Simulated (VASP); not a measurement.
Computed with PBEsol GGA, VASP's PBE PAW potentials (set 64) (plane waves; VASP 6.6.1).

The input files of a VASP run:

POSCAR:
```
BAs
1
    0.0000000000     2.3890330043     2.3890330043
    2.3890330043     0.0000000000     2.3890330043
    2.3890330043     2.3890330043    -0.0000000000
B As
1 1
Direct
  0.0000000000   0.0000000000   0.0000000000
  0.2500000000   0.2500000000   0.2500000000
```

File KPOINTS:
```
Automatic mesh
0
Gamma
9 9 9
0 0 0
```

### INCAR
```
IBRION=2   # conjugate gradients
GGA=PS   # PBEsol
ISIF=3
LREAL=.FALSE.   # projection in real space or not
LCHARG=.FALSE.
ISMEAR=0   # Gaussian
EDIFF=1E-6
ALGO=Normal
SIGMA=0.05   # width (eV)
LWAVE=.FALSE.
PREC=Accurate
NELM=100
EDIFFG=-0.01   # ionic stop
ENCUT=520   # plane-wave cut-off (eV)
NSW=60
SYSTEM=BAs
LMAXMIX=4   # l cut-off of mixed one-centre charges
LASPH=.TRUE.   # aspherical one-centre terms
```

POTCAR, in this order: B As (PBE.64 set). Program: vasp_std.

The resulting files:

**OSZICAR**
```
       N       E                     dE             d eps       ncg     rms          rms(c)
DAV:   1     0.144754514920E+02    0.14475E+02   -0.39524E+03   560   0.890E+02
DAV:   2    -0.123192080366E+02   -0.26795E+02   -0.25999E+02   816   0.108E+02
DAV:   3    -0.128089844161E+02   -0.48978E+00   -0.48978E+00   688   0.195E+01
DAV:   4    -0.128099436822E+02   -0.95927E-03   -0.95927E-03   784   0.830E-01
DAV:   5    -0.128099439252E+02   -0.24307E-06   -0.24307E-06   680   0.128E-02    0.483E+00
DAV:   6    -0.122806344324E+02    0.52931E+00   -0.15761E+00   576   0.638E+00    0.243E+00
DAV:   7    -0.122123573624E+02    0.68277E-01   -0.19965E-01   776   0.265E+00    0.902E-01
DAV:   8    -0.122030525588E+02    0.93048E-02   -0.20422E-02   624   0.946E-01    0.107E-01
DAV:   9    -0.122031809383E+02   -0.12838E-03   -0.48740E-04   680   0.184E-01    0.578E-02
DAV:  10    -0.122032456756E+02   -0.64737E-04   -0.13342E-04   584   0.788E-02    0.137E-02
DAV:  11    -0.122032481772E+02   -0.25016E-05   -0.37815E-06   872   0.170E-02    0.121E-02
DAV:  12    -0.122032478430E+02    0.33420E-06   -0.11388E-06   304   0.673E-03
   1 F= -.12203248E+02 E0= -.12203248E+02  d E =-.122032E+02
```

**OUTCAR**
```
------------------------ aborting loop because EDIFF is reached ----------------------------------------
  FORCE on cell =-STRESS in cart. coord.  units (eV):
  Direction    XX          YY          ZZ          XY          YZ          ZX
  --------------------------------------------------------------------------------------
  Total       -0.0062254     -0.0062254     -0.0062254      0.0000000      0.0000000      0.0000000
  in kB       -0.3657457     -0.3657457     -0.3657457      0.0000000      0.0000000      0.0000000
  external PRESSURE =      -0.3657457 kB  Pullay stress =       0.0000000 kB
  volume of cell :       27.27
      direct lattice vectors                 reciprocal lattice vectors
     0.000000000  2.389033004  2.389033004    -0.209289700  0.209289700  0.209289700
     2.389033004  0.000000000  2.389033004     0.209289700 -0.209289700  0.209289700
     2.389033004  2.389033004  0.000000000     0.209289700  0.209289700 -0.209289700
  FREE ENERGIE OF THE ION-ELECTRON SYSTEM (eV)
  ---------------------------------------------------
  free  energy   TOTEN  =       -12.2032478430 eV

  energy  without entropy=      -12.2032478430  energy(sigma->0) =      -12.20324784

 reached required accuracy - stopping structural energy minimisation
```
(Selected blocks of OUTCAR.)

The structure was generated: BAs was put into the zinc blende type (F-43m), which need not be its known phase. It was relaxed first, which changed the volume by +6 %. The start is the result of an earlier pass.
